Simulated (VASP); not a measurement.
# HF, HCl and H₂O on rock-salt LiF(001): binding energy and level shifts with PBE-D3(BJ), binding checked with r2SCAN+rVV10

By the usual rule of thumb, the shorter the hydrogen bond to a surface anion, the stronger the binding. The series tests this rule for a practical target: a thin LiF film on a metal contact, held at 150 K, that signals an adsorbed gas through its surface potential. The brief asks for a potential step of at least 1 V at one molecule per 2×2 cell, and for a mean stay of at least 1 s. Water, the common background gas, should give less than 0.1 V.

Binding is measured against the clean slab and the free molecule, and a negative energy means that the molecule is held. The potential step is measured against the clean face and is positive when the outer vacuum level rises relative to the slab.

## Method

VASP 6.6.1 with its PAW datasets (PBE 64), a cutoff of 500 eV, PBE-D3(BJ). The surface is rock-salt LiF(001), 2×2, four layers; each state is built by hand and relaxed (threshold 0.04 eV/Å, under 0.08 where a run ended short) with a dipole correction, Gaussian smearing of 0.05 eV and meshes of 2 points along each in-plane vector; gases are relaxed alone in a box. r2SCAN+rVV10 is a single point on those geometries. The slabs are spin-paired, no spin-orbit coupling. The energy is the adsorption energy against the free molecule, negative when downhill; energies are static. Aspherical gradient terms inside the PAW spheres (LASPH) are on.

Notes on method and selection:

- One start for each state; other arrangements may lie lower.
- Zero-point and thermal terms are left out; they favour steps that give off gas.
- Members whose relaxation ended with forces over 0.08 eV/Å, or whose line-up differs by over 0.25 eV between elements, are not listed.
- Runs in which the search for lower states was switched off are not listed.
- 'Whole' and 'split' name the start; the nearest pair and its distance show how each state ended, and some split starts joined again.
- Runs that did not converge, have known faults or may not be shown are not listed, and runs on Ansatz's PAW sets soft_1 and soft_2 are kept to separate tables.

Columns:

- distance (Å): its distance.
- gap (eV): gap of the slab on the mesh, 0 where none.
- from: state from which the energy counts, with gases taken up (+) or given off (−).
- pair: nearest pair, adsorbate-surface.
- E PBE-D3(BJ) (eV): energy per step, one molecule a cell, PBE-D3(BJ).
- E r2SCAN+rVV10 (eV): energy per step, one molecule a cell, r2SCAN+rVV10.
- level (eV): vacuum level above the upper face less the Fermi level, or the highest filled level where there is a gap.

## Computed values

| member | distance (Å) | gap (eV) | from | pair | E PBE-D3(BJ) (eV) | E r2SCAN+rVV10 (eV) | level (eV) |
| --- | --- | --- | --- | --- | --- | --- | --- |
| clean | – | 6.97 | – | – | – | – | 7.84 |
| HCl, split | 1.67 | 6.08 | clean (+1 HCl) | H-F | −0.343 | −0.306 | 8.21 |
| HCl, whole | 1.71 | 6.11 | clean (+1 HCl) | H-F | −0.344 | −0.303 | 8.21 |
| H2O, split | 1.86 | 6.47 | clean (+1 H2O) | H-F | −0.380 | −0.386 | 7.37 |
| H2O, whole | 1.87 | 6.50 | clean (+1 H2O) | H-F | −0.401 | −0.416 | 7.40 |
| HF, whole | 1.50 | 6.93 | clean (+1 HF) | H-F | −0.458 | −0.485 | 9.09 |
| HF, split | 1.48 | 6.96 | clean (+1 HF) | H-F | −0.458 | −0.507 | 9.12 |

## What drives the series

The rule fails for one of the three pairs of molecules. HF has the shortest contact and the strongest binding (1.50 Å, −0.458 eV for the whole start). HCl, however, sits closer than water, 1.71 against 1.87 Å, and is held less strongly, by 0.401 − 0.344 = 0.057 eV. r2SCAN+rVV10 keeps this order and widens the difference to 0.416 − 0.303 = 0.113 eV. A likely reason is that water has a second hold, its oxygen lying near a surface Li ion, which the H-F distance does not register.

The level column mixes two effects. One is the potential step of the molecular layer,

$$\Delta\phi = \frac{e\mu_\perp}{\varepsilon_0 A},$$

where $\mu_\perp$ is the dipole along the surface normal, counted positive when its positive end points into the surface, and $A$ is the cell area. The other is a change in which state is the highest filled one. If the lowest empty level belongs to the slab, the step is the change in (level − gap), which is 7.84 − 6.97 = 0.87 eV for the clean face. For the whole starts:

- HF: 9.09 − 6.93 − 0.87 = 1.29 eV
- HCl: 8.21 − 6.11 − 0.87 = 1.23 eV
- H₂O: 7.40 − 6.50 − 0.87 = 0.03 eV

HF and HCl point their hydrogen at the surface and their halogen outward, which raises the vacuum level. Water's small step fits a molecule lying nearly flat, as the proposed contact with Li would require.

The gap shows the second effect. It hardly changes under HF, but narrows by 6.97 − 6.11 = 0.86 eV under HCl and by 6.97 − 6.50 = 0.47 eV under water. This fits a lone-pair level of the molecule lying above the fluorine 2p band of the slab. The depth of the highest filled level therefore grows by 9.09 − 7.84 = 1.25 eV with HF and by only 8.21 − 7.84 = 0.37 eV with HCl, and shrinks by 7.84 − 7.40 = 0.44 eV with water.

## Exceptions

The rows named "split" contain no split molecule. Hydrogen bound to a surface fluoride would sit at roughly 0.9 Å, whereas the shortest contact in the table is 1.48 Å. All three split starts rejoined, so the energy of a truly split state remains unknown. Their return shows only that these particular starts were not stable.

The paired rows also indicate how far the binding depends on the start. With PBE-D3(BJ) the two HCl rows differ by 0.001 eV and the two HF rows agree, while the water rows differ by 0.021 eV. Water may have more than one shallow resting place, or a relaxation may have stopped slightly early on a flat energy surface. With r2SCAN+rVV10 the HF rows also differ, by 0.507 − 0.485 = 0.022 eV, so differences of this size should not be read as trends.

HCl gives nearly the same step as HF although its free dipole is clearly smaller. A more tilted HF, or a more strongly polarised HCl, would account for this.

## Choosing a member

The potential step in volts is $\Delta\phi/e$, so the values in eV carry over directly: 1.29 V for HF, 1.23 V for HCl and 0.03 V for water. Both acids meet the 1 V target, and water stays below its limit of 0.1 V. The result for water is the least secure: it assumes that the lowest empty level stays fixed to the slab, and a shift of that level by only 0.1 eV would matter as much as the limit itself.

The mean stay follows from

$$\tau = \tau_0\exp\left(\frac{|E|}{k_BT}\right),$$

with $\tau_0 = 10^{-13}$ s as an assumed attempt time and $k_B = 8.6\times10^{-5}$ eV/K. At 150 K, $k_BT$ is 0.013 eV, and a stay of 1 s needs a binding of 0.013 × 30 = 0.39 eV, where 30 is the natural logarithm of $\tau/\tau_0$.

- HF, at 0.458 eV, exceeds this by 0.07 eV and stays for roughly 200 s.
- HCl, at 0.344 eV, falls short by 0.05 eV and stays for roughly 0.04 s.

The pick is HF, with HCl as runner-up. At equal gas pressures HF should also displace water one for one, with a gain of 0.458 − 0.401 = 0.057 eV, whereas HCl would have to pay the same amount.

PBE-D3(BJ) tends to bind hydrogen-bonded molecules somewhat too strongly, by a rough 0.05 eV. Taking that from HF leaves 0.458 − 0.05 = 0.41 eV, still enough. r2SCAN+rVV10 gives HF 0.485 eV and HCl 0.303 eV, so it supports the same choice.

The margin is nevertheless thin. Zero-point motion would probably weaken the binding by some hundredths of an eV. An attempt time of $10^{-15}$ s, plausible for a molecule that turns freely as it leaves, would raise the required binding by 0.013 × 4.6 = 0.06 eV, where 4.6 is the natural logarithm of the hundredfold change in $\tau_0$. Together these could make HF fail at 150 K, and the film would then have to be colder.

Cooling also helps the runner-up. At 120 K the requirement drops to about 0.31 eV, which HCl meets with PBE-D3(BJ) and just misses with r2SCAN+rVV10.

## Conclusions and limits

For these three molecules at one per 2×2 cell, both levels of theory give the binding order HF, H₂O, HCl, and contact length alone does not reproduce it. The potential step does not follow the strength of binding: water is held more strongly than HCl but gives almost no step. The orientation of the molecule is the likely reason.

Two errors are larger than the differences discussed here, but partly cancel between the molecules. The entropy lost by the gas disfavours adsorption by a rough 0.2 eV at 150 K and ordinary pressure, against a binding spread of 0.458 − 0.343 = 0.115 eV; much of this loss is common to all three gases. Self-interaction error in PBE leaves filled levels too shallow and gaps too narrow by several eV, so shifts between levels of like character are more reliable than absolute levels. The narrowing of the gap under HCl and water compares a molecular level with a slab band and is less certain. The mesh also misses the zone centre, so the listed gaps and levels are not those of the true band edges.
